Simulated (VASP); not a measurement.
Given:

```yaml
crystal:
  lattice:
    - [2.87000, 0.00000, 0.00000]
    - [0.00000, 2.87000, 0.00000]
    - [0.00000, 0.00000, 2.87000]
  atoms:
    - { symbol: Cr, position: [0.00000, 0.00000, 0.00000] }
    - { symbol: Cr, position: [0.50000, 0.50000, 0.50000] }
```

Computed with vdW-DF-cx, VASP's PBE PAW potentials (set 64) (plane waves; VASP 6.6.1). Run with 520 eV cut-off, 13×13×13 Γ-centred mesh, first-order Methfessel-Paxton smearing of 0.10 eV, potentials Cr_pv.

Give the stress tensor in GPa (positive for a compressed cell).

```
-14.23    0.00    0.00
  0.00  -14.23    0.00
  0.00    0.00  -14.23
```
The pressure is its mean diagonal, -14.23 GPa.

The compound is Cr in the bcc, AFM order structure. This cell is one point of a volume scan, at 1.06 of the reference volume. The run is not spin-polarised, so no magnetic state was tried.
